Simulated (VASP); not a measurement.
# A single sheet of CdI2: relaxation and electronic structure, part 2 of 3

Aim: model a single sheet of CdI2 by a slab and find how far its highest filled level lies below the vacuum.

VASP 6.6.1; PBEsol; plane waves and PAW (I, Cd).

So far. Step 2 (Surface relaxation): The run ended after 4 ionic steps, 0.008 eV below its first step, once the forces on the free atoms met EDIFFG = -0.03.

## (3) Vacuum level and density of states

A static run writes the electrostatic potential without exchange and correlation (LVHAR), which is flat in the vacuum and gives the level to count from. The dipole correction cancels the field that unlike faces would set up across the vacuum.

File INCAR:

```
SYSTEM = CdI2
PREC = Normal
ENCUT = 300
EDIFF = 1E-06
NELM = 120
ISMEAR = 0
SIGMA = 0.05
LREAL = .FALSE.
ALGO = Fast
GGA = PS
NBANDS = 26
LORBIT = 11
LWAVE = .FALSE.
LCHARG = .TRUE.
IDIPOL = 3
LDIPOL = .TRUE.
DIPOL = 0.5 0.5 0.5
LVHAR = .TRUE.
LVACPOTAV = .TRUE.
LELF = .TRUE.
NEDOS = 1500
```

File POSCAR:

```
CdI2
1.0
    4.2887031760      0.0000000000      0.0000000000
   -2.1443515880      3.7141258990      0.0000000000
    0.0000000000      0.0000000000     18.4365180971
I Cd
2 1
Direct
    0.3333333330      0.6666666670      0.5910283390
    0.0000000000      0.0000000000      0.4090845645
    0.6666666670      0.3333333330      0.4999756266
```

File KPOINTS:

```
Automatic mesh
0
Gamma
9 9 1
0 0 0
```

File KPOINTS_OPT:

```
Line mode
14
Line-mode
Reciprocal
  0.00000000   0.00000000   0.00000000 GAMMA
  0.50000000   0.00000000   0.00000000 M

  0.50000000   0.00000000   0.00000000 M
  0.33333333   0.33333333   0.00000000 K

  0.33333333   0.33333333   0.00000000 K
  0.00000000   0.00000000   0.00000000 GAMMA
```

Potentials, in the order of the species: I and Cd (PBE family, release 64).

Started as:

```console
$ mpirun -np 2 vasp_std
```

Output:

```text
[banner, memory and clock lines left out]
running    2 mpi-ranks, on    1 nodes
 distrk:  each k-point on    2 cores,    1 groups
 distr:  one band on    1 cores,    2 groups

 POSCAR found type information on POSCAR I Cd
 POSCAR found :  2 types and       3 ions
 [... a notice as in an earlier step ...]

 LDA part: xc-table for (Slater+PW92), standard interpolation
 POSCAR, INCAR and KPOINTS ok, starting setup
 FFT: planning ... GRIDC
 FFT: planning ... GRID_SOFT
 FFT: planning ... GRID
 WAVECAR not read
 entering main loop
       N       E                     dE             d eps       ncg     rms          rms(c)
DAV:   1     0.142393458696E+03    0.14239E+03   -0.67763E+03   624   0.484E+02
DAV:   2     0.457422555896E+01   -0.13782E+03   -0.13183E+03   792   0.142E+02
DAV:   3    -0.637862964775E+01   -0.10953E+02   -0.10893E+02   800   0.431E+01
DAV:   4    -0.668348629206E+01   -0.30486E+00   -0.30480E+00   814   0.696E+00
DAV:   5    -0.668665866745E+01   -0.31724E-02   -0.31723E-02   770   0.809E-01    0.626E+00
RMM:   6    -0.637563047205E+01    0.31103E+00   -0.45386E-01   650   0.300E+00    0.518E+00
RMM:   7    -0.634403160378E+01    0.31599E-01   -0.13766E-01   730   0.129E+00    0.148E+00
RMM:   8    -0.633993392050E+01    0.40977E-02   -0.11756E-02   720   0.644E-01    0.260E-01
RMM:   9    -0.633975278594E+01    0.18113E-03   -0.19017E-03   746   0.192E-01    0.543E-02
RMM:  10    -0.633983591922E+01   -0.83133E-04   -0.21421E-04   802   0.743E-02    0.227E-02
RMM:  11    -0.633989436903E+01   -0.58450E-04   -0.40191E-05   854   0.326E-02    0.148E-02
RMM:  12    -0.633996469592E+01   -0.70327E-04   -0.67829E-06   758   0.120E-02    0.409E-03
RMM:  13    -0.633999170123E+01   -0.27005E-04   -0.25871E-06   724   0.611E-03    0.288E-03
RMM:  14    -0.634002921149E+01   -0.37510E-04   -0.28179E-06   756   0.466E-03    0.365E-03
RMM:  15    -0.634004164002E+01   -0.12429E-04   -0.10408E-06   734   0.286E-03    0.231E-03
RMM:  16    -0.634004277050E+01   -0.11305E-05   -0.11615E-07   633   0.130E-03    0.203E-03
RMM:  17    -0.634004335617E+01   -0.58567E-06   -0.41309E-08   564   0.889E-04
|                                                                             |
|           W    W    AA    RRRRR   N    N  II  N    N   GGGG   !!!           |
|           W    W   A  A   R    R  NN   N  II  NN   N  G    G  !!!           |
|           W    W  A    A  R    R  N N  N  II  N N  N  G       !!!           |
|           W WW W  AAAAAA  RRRRR   N  N N  II  N  N N  G  GGG   !            |
|           WW  WW  A    A  R   R   N   NN  II  N   NN  G    G                |
|           W    W  A    A  R    R  N    N  II  N    N   GGGG   !!!           |
|                                                                             |
|     Did not find any points to average over, which means that no vacuum     |
|     field-free region was found. Please increase the size of  your cell     |
|     in the dimension of the dipole correction to obtain accurate            |
|     workfunction values.                                                    |
|                                                                             |

   1 F= -.63400434E+01 E0= -.63400434E+01  d E =-.628725E-11
 Start KPOINTS_OPT (optional k-point list driver)
k-point batch [1-12\42]
       N       E                     dE             ncg
DAV:   1    -0.894568172297E+03   -0.33019E+04      640
DAV:   2    -0.252223788733E+04   -0.16277E+04      848
DAV:   3    -0.265818529999E+04   -0.13595E+03      788
DAV:   4    -0.266186866618E+04   -0.36834E+01      820
DAV:   5    -0.266190932156E+04   -0.40655E-01      776
DAV:   6    -0.266191064775E+04   -0.13262E-02      868
DAV:   7    -0.266191068111E+04   -0.33354E-04      766
DAV:   8    -0.266191068249E+04   -0.13832E-05      644
DAV:   9    -0.266191068258E+04   -0.92195E-07      440
[...]
k-point batch [37-42\42]
       N       E                     dE             ncg
DAV:   1     0.236837783344E+04   -0.79293E+03      320
DAV:   2     0.153045392416E+04   -0.83792E+03      438
DAV:   3     0.146032792306E+04   -0.70126E+02      374
DAV:   4     0.145848817948E+04   -0.18397E+01      406
DAV:   5     0.145846854025E+04   -0.19639E-01      390
DAV:   6     0.145846789429E+04   -0.64596E-03      420
DAV:   7     0.145846788272E+04   -0.11575E-04      390
DAV:   8     0.145846788224E+04   -0.47693E-06      324
```

Run time: 28 s. Hardware: 2 MPI ranks of AMD EPYC 7R43, shared host; peak memory 0.28 GiB; 55 s of CPU time.

Parts of OUTCAR (step 3):

```text
The static configuration has the point symmetry C_3v.

 Found     12 irreducible k-points:

   k-points           NKPTS =     12   k-points in BZ     NKDIM =     12   number of bands    NBANDS=     26

   NELECT =      26.0000    total number of electrons

 dipolmoment           0.000000      0.000000      0.000548 electrons x Angstroem

 E-fermi :  -3.1894

 k-point     1 :       0.0000    0.0000    0.0000
  band No.  band energies     occupation
    ...
      9      -4.1181      2.00000
     10      -3.7176      2.00000
     11      -3.7176      2.00000
     12      -3.4310      2.00000
     13      -3.4310      2.00000
     14      -0.5728      0.00000
     15       0.9631      0.00000
     16       2.6293      0.00000
     17       2.7176      0.00000
     18       2.7526      0.00000
    ...

 k-point     2 :       0.1111   -0.0000    0.0000
  band No.  band energies     occupation
    ...
      9      -4.2462      2.00000
     10      -4.0487      2.00000
     11      -3.9009      2.00000
     12      -3.7580      2.00000
     13      -3.4109      2.00000
     14      -0.2428      0.00000
     15       1.4188      0.00000
     16       2.2635      0.00000
     17       2.7852      0.00000
     18       2.9616      0.00000
    ...

  Total       -0.5169950     -0.5169950      0.0156760      0.0000000      0.0000000      0.0000000
  in kB       -2.8205602     -2.8205602      0.0855231      0.0000000      0.0000000      0.0000000
  external PRESSURE =      -1.8518658 kB  Pullay stress =       0.0000000 kB

 POSITION                                       TOTAL-FORCE (eV/Angst)
 -----------------------------------------------------------------------------------
     -0.00000      2.47608     10.89650        -0.000000      0.000000     -0.004636
      0.00000      0.00000      7.54209         0.000000      0.000000     -0.004213
      2.14435      1.23804      9.21781        -0.000000      0.000000      0.008849
 -----------------------------------------------------------------------------------
    total drift:                                0.000000     -0.000000      0.000079

  FREE ENERGIE OF THE ION-ELECTRON SYSTEM (eV)
  ---------------------------------------------------
  free  energy   TOTEN  =        -6.3400433562 eV

  energy  without entropy=       -6.3400433562  energy(sigma->0) =       -6.34004336

 vacuum level on the upper side and lower side of the slab         2.989         2.982

 total charge
# of ion       s       p       d       tot
------------------------------------------
    1        1.512   2.759   0.013   4.285
    2        1.512   2.760   0.013   4.285
    3        0.388   0.245   9.544  10.176
--------------------------------------------------
tot          3.411   5.764   9.571  18.746

[... 6 parts as in an earlier step ...]

[... 6 further parts left out ...]
```

Within 0.02 Å the cell has space group P-3m1; at a tight tolerance a small distortion makes it P3m1.

Numbers from this step:

```yaml
electronic_cycles: 17
fermi_energy: -3.189 eV
least_gap_on_mesh_and_path: 2.497 eV
least_direct_gap_on_mesh_and_path: 2.665 eV
dipole_moment: 0, 0, 5.48e-4 e·Å
vacuum_levels: 2.989, 2.982 eV
ionisation_potentials_of_the_upper_and_lower_face: 6.400, 6.393 eV
electron_affinities_of_the_upper_and_lower_face: 3.903, 3.896 eV
```

Electronic bands along the path, in eV, zero at the valence-band top; v1 is the highest filled band, c1 the lowest empty one:

```csv
point,v4,v3,v2,v1,c1,c2,c3,c4
Γ,-0.31,-0.31,-0.02,-0.02,2.84,4.37,6.04,6.13
0.46 of the way,-1.03,-0.87,-0.52,-0.04,3.29,5.11,6.16,6.43
M,-1.42,-1.38,-0.37,-0.17,2.50,5.09,6.35,6.45
0.46 of the way,-1.84,-1.50,-0.48,-0.36,2.91,5.79,6.44,6.69
K,-2.31,-1.96,-0.50,-0.50,3.21,6.27,6.27,7.64
0.46 of the way,-1.74,-0.90,-0.59,-0.27,3.34,5.84,5.99,6.53
Γ,-0.31,-0.31,-0.02,-0.02,2.84,4.37,6.04,6.13
```

Of the projections kept (I, Cd), the largest for each band there; the rest of the weight can lie on other orbitals:

```csv
point,v4,v3,v2,v1,c1,c2,c3,c4
Γ,I 0.96,I 0.96,I 0.92,I 0.92,I 0.52,I 0.51,I 0.65,I 0.99
M,I 0.93,I 0.91,I 0.92,I 0.92,Cd 0.58,I 0.63,I 0.73,I 0.55
K,I 0.87,I 0.90,I 0.93,I 0.93,I 0.50,I 0.63,I 0.63,I 0.52
Γ,I 0.96,I 0.96,I 0.92,I 0.92,I 0.52,I 0.51,I 0.65,I 0.99
```

The density of states has structure finer than the step of the table below, so its rows give means over 1 eV, whole bins alone (the curve runs from -12.0 to 10.4 eV). Peaks (eV: height): total -11.3: 19.7, -7.2: 42.6, -0.4: 10.0, 6.3: 10.3; I s -11.3: 14.3; I p -1.6: 3.19, -1.4: 2.59, -0.9: 1.79, -0.3: 5.52; Cd s -3.7: 0.978, -3.2: 0.458, 2.9: 1.13, 3.2: 1.28; Cd p 5.5: 0.730, 6.3: 1.07, 6.7: 0.494, 7.0: 0.972.

Means over bins of 0.084 eV. Table of density of states by energy, zero at the valence-band top; means over each step; values in states/eV/cell:

```csv
energy (eV),total,I s,I p,Cd s,Cd p,Cd d
-11,3.08,2.22,0.00333,0.00474,0.0116,0.0683
-10,0,0,0,0,0,0
-9,0,0,0,0,0,0
-8,0.0967,1.1e-4,0.00138,2.1e-6,4.2e-6,0.0881
-7,9.92,0.0732,0.0683,0.00170,0.00121,9.15
-6,0,0,0,0,0,0
-5,0,0,0,0,0,0
-4,1.16,0.0195,0.310,0.214,1.3e-4,0.0179
-3,1.58,0.0498,0.518,0.140,0.0342,0.0164
-2,2.49,0.0106,1.06,0.00551,0.102,0.0343
-1,3.43,0.00831,1.71,0.00542,0.0825,0.0567
0,3.36,0.00272,1.85,0.00139,0.0114,0.128
1,0,0,0,0,0,0
2,0.0361,4.3e-4,0.00610,0.0104,6.2e-5,2.9e-4
3,1.95,0.0400,0.457,0.555,0.00874,0.00846
4,0.0359,0.00280,0.00306,0.00321,0.00327,0
5,1.05,0.0702,0.0531,0.00228,0.119,0.00140
6,3.94,0.0910,0.226,0.00685,0.371,0.0218
7,4.46,0.0196,0.270,0.00785,0.392,0.0568
8,4.38,0.0143,0.233,0.0110,0.0840,0.0500
9,4.87,0.0175,0.304,0.0213,0.0630,0.0601
```

Zero at the Fermi level. Planar average of the electrostatic potential against height:

height (Å), planar average of the electrostatic potential (eV) and a bar from the least value:
```
      0.0        6.2 ##############################
      0.5        6.2 ##############################
      1.0        6.2 ##############################
      1.5        6.2 ##############################
      2.0        6.2 ##############################
      2.5        6.2 ##############################
      3.0        6.2 ##############################
      3.5        6.2 ##############################
      4.0        6.2 ##############################
      4.5        6.2 ##############################
      5.0        6.2 ##############################
      5.5        6.1 ##############################
      6.0        5.7 #############################
      6.5        3.9 ##########################
      7.0       -4.0 ###########
      7.5      -10.1 
      8.0       -6.7 ######
      8.5       -0.6 #################
      9.0       -0.3 ##################
      9.5       -0.2 ##################
     10.0       -1.0 #################
     10.5       -7.6 #####
     11.0       -9.8 #
     11.5       -2.8 #############
     12.0        4.3 ###########################
     12.5        5.7 #############################
     13.0        6.1 ##############################
     13.5        6.2 ##############################
     14.0        6.2 ##############################
     14.5        6.2 ##############################
     15.0        6.2 ##############################
     15.5        6.2 ##############################
     16.0        6.2 ##############################
     16.5        6.2 ##############################
     17.0        6.2 ##############################
     17.5        6.2 ##############################
     18.0        6.2 ##############################
```

Density of states in the PAW spheres, an atom over height of the layer and energy from the Fermi level.

Ten even steps from '_' (0.00 states/eV) to '@' (2.31 states/eV), each cell a mean:
```
______
______
______
--__--
@@..@@
**__**
--__--
..__..
==__==
--__--
..__..
::__::
..__..
..__..
______
______
......
::--::
______
______
______
______
```
Columns: height of the layer (Å) from 7.5 to 10.9; rows upwards: energy from the Fermi level (eV) from -4.9 to 0.5.

Electrostatic potential energy in the ca plane at fractional y = 0.000, with atoms of I within 0.2 Å of it. With pseudopotentials it is smooth inside the atoms' cores, unlike the true potential.

Values in eV, 6 rows by 16 columns, each cell a mean:
```
  3   3   3   3   3  -6 -39 -16   2   2   3   3   3   3   3   3
  3   3   3   3   3   1  -9  -2   0   0   2   3   3   3   3   3
  3   3   3   3   3   3   1  -1  -3  -3   1   3   3   3   3   3
  3   3   3   3   3   2   1  -1  -2  -2   1   3   3   3   3   3
  3   3   3   3   3   0 -19  -5   1   1   2   3   3   3   3   3
  3   3   3   3   3  -8 -39 -19   2   2   3   3   3   3   3   3
```
Columns run along c (18.4 Å; values clipped at the 3rd and 97th percentile), rows up along a (4.3 Å). Atoms in or near the plane, at fractional coordinates: I at (0.41, 0.00).

ELF in the ca plane at fractional y = 0.000, with atoms of I within 0.2 Å of it. It is the smooth field of the valence electrons, not physical close to the nuclei.

Values, 6 rows by 16 columns, each cell a mean:
```
0.00 0.00 0.00 0.09 0.25 0.81 0.80 0.76 0.10 0.06 0.03 0.01 0.00 0.00 0.00 0.00
0.00 0.00 0.00 0.00 0.06 0.64 0.80 0.49 0.17 0.49 0.34 0.12 0.00 0.00 0.00 0.00
0.00 0.00 0.00 0.00 0.01 0.04 0.16 0.13 0.26 0.79 0.68 0.10 0.00 0.00 0.00 0.00
0.00 0.00 0.00 0.02 0.02 0.19 0.39 0.20 0.24 0.74 0.58 0.12 0.08 0.00 0.00 0.00
0.00 0.00 0.00 0.03 0.16 0.70 0.86 0.61 0.12 0.32 0.19 0.02 0.00 0.00 0.00 0.00
0.00 0.00 0.00 0.04 0.27 0.84 0.72 0.77 0.11 0.02 0.01 0.00 0.00 0.00 0.00 0.00
```
Columns run along c (18.4 Å), rows up along a (4.3 Å). Atoms in or near the plane, at fractional coordinates: I at (0.41, 0.00).

Valence density in the ca plane at fractional y = 0.000, with atoms of I within 0.2 Å of it. It is the smooth field of the valence electrons, not physical close to the nuclei.

Ten even steps from '0' (-0.36 e/Å³) to '9' (0.68 e/Å³), each cell a mean:
```
33333333333333479638854333333333333333333333
33333333333333458999754333333333333333333333
33333333333333345676544444443333333333333333
33333333333333334444444455554333333333333333
33333333333333333334445566654333333333333333
33333333333333333344445556654333333333333333
33333333333333334555444445544333333333333333
33333333333333346888644444433333333333333333
33333333333333469879854333333333333333333333
33333333333333479307954333333333333333333333
```
Columns run along c (18.4 Å), rows up along a (4.3 Å). Atoms in or near the plane, at fractional coordinates: I at (0.41, 0.00).

The density of states holds every band computed, so its fall toward the upper end of the range is no gap.

The map of layer states is cut here 0.5 eV above the Fermi level, so it leaves out the states above that, and it starts at -5 eV, leaving out a taller peak below that would set the scale.

The vacuum level lies 6.40 eV above the highest filled level at the upper face; both faces agree, as the slab has next to no dipole.

The program found no field-free point at its default tolerance, but its printed level agrees with the flat part of the planar average.

## (4) Putting the energies together

This step: slab, PBEsol; plane waves and PAW (VASP 6.6.1).

Derived from the runs above.

This step gave:

```
ionisation potential at the upper face : 6.400 eV
```

[end of part 2 of 3]

[Lines on the potential files, build, host, timing and source positions are cut from VASP's logs without a mark.]

[Logs are printed without paths, hosts, clocks, repeated set-up lines and the standing remarks that a program may print on its own settings, such as how far it seeks lower states.]

[Hosts, paths, dates, database ids (printed as entryN), source tags and the programs' standing remarks are cut or masked in the printed files.]

[In band tables of VASP the shares of atoms and orbitals are scaled to a sum of 1 inside the atoms' spheres.]

[Runs that stopped without an error message from VASP are left out.]
